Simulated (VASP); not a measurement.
VASP ran on this input.

File POSCAR:
```
Si
1
    2.5323790000     0.0000000000     0.0000000000
    0.0000000000     2.5323790000     0.0000000000
    0.0000000000     0.0000000000     2.5323790000
Si
1
Direct
  0.0000000000   0.0000000000   0.0000000000
```

INCAR:
```
SYSTEM = Si
PREC = Accurate; ENCUT = 400; LREAL = .False.
LASPH = .True.
EDIFF = 1E-6; NELM = 100; ALGO = Normal
LMIXTAU = .True.
ISMEAR = 1; SIGMA = 0.1
METAGGA = R2SCAN
IBRION = 2; NSW = 60; ISIF = 3
EDIFFG = -0.01
LWAVE = .False.; LCHARG = .False.
```

**KPOINTS**
```
Automatic mesh
0
Gamma
13 13 13
0 0 0
```

POTCAR, in this order: Si (PBE.64 set). Program: vasp_std.

Problem. Write an equivalent input for Ansatz.

Solution. One equivalent input (not run):
Ansatz 0.2 input:
```yaml
crystal:
  lattice:
    - [2.5323790, 0.0000000, 0.0000000]
    - [0.0000000, 2.5323790, 0.0000000]
    - [0.0000000, 0.0000000, 2.5323790]
  atoms:
    - { symbol: Si, position: [0.0000000, 0.0000000, 0.0000000] }
kpoints:
  mp_grid: { grid: [13, 13, 13] }
hamiltonian:
  xc: r2scan
  pseudopotentials: { kind: paw }
scf:
  occupations: { method: methfessel_paxton, width: 0.1 }
  max_iter: 100
relax:
  max_steps: 60
  f_tol: 0.01
  cell: {}
output: { forces: true, stress: true, eigenvalues: true }
```
What does not carry over: each code has its own PAW files, so the cut-off isn't converted (ENCUT is set for VASP's; basis.ecutwfc is left out, and Ansatz then takes the one that its files recommend); Ansatz stops its SCF on the density residual and VASP on the energy change (EDIFF).

The structure was generated: Si was put into the simple-cubic type (Pm-3m), which need not be its known phase. This run relaxes it. Symmetry was kept, so distortions that lower it aren't found.
